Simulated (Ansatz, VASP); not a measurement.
## Si2Ag in VASP and in Ansatz

```
CELL_PARAMETERS angstrom
2.90364 0.00000 0.00000
0.00000 2.90364 0.00000
0.00000 0.00000 5.99095
ATOMIC_POSITIONS crystal
Si 0.50000 0.50000 0.29500
Si 0.50000 0.50000 0.70500
Ag 0.00000 0.00000 0.00000
```

The cell was built by a generator and needn't be a form met in nature.

Alike in both runs: task single point; functional PBE; k mesh 6 × 6 × 3; no spin polarisation.

```csv
,VASP,Ansatz
version,VASP 6.6.1,Ansatz 0.2.0
potentials or method,"VASP PAW PBE potentials, release 64 (Si, Ag)",PAW plane waves
plane-wave cutoff (eV),520,420
occupations,"fermi-dirac, width 0.1 eV",fermi-dirac
valence electrons in the cell,19,27
```

VASP gave:

```
gap on the k mesh at the Fermi level (eV)       : none
pressure (GPa)                                  : 6.1
largest component of the traceless stress (GPa) : 1.68
rms of the force components (eV/Å)              : 0.464
```

What did Ansatz give for the same quantities?

gap on the k mesh at the Fermi level (eV): none; pressure (GPa): 6.1; largest component of the traceless stress (GPa): 1.63; rms of the force components (eV/Å): 0.465.

Atom by atom the forces differ by 0.001 eV/Å (rms over components). A gap of «none» marks a metal or a gap that the smearing closes. The two sets of potentials don't hold the same shells in valence.

Caveats: the k mesh is coarse (spacing up to 0.36 Å⁻¹), so the values aren't converged.
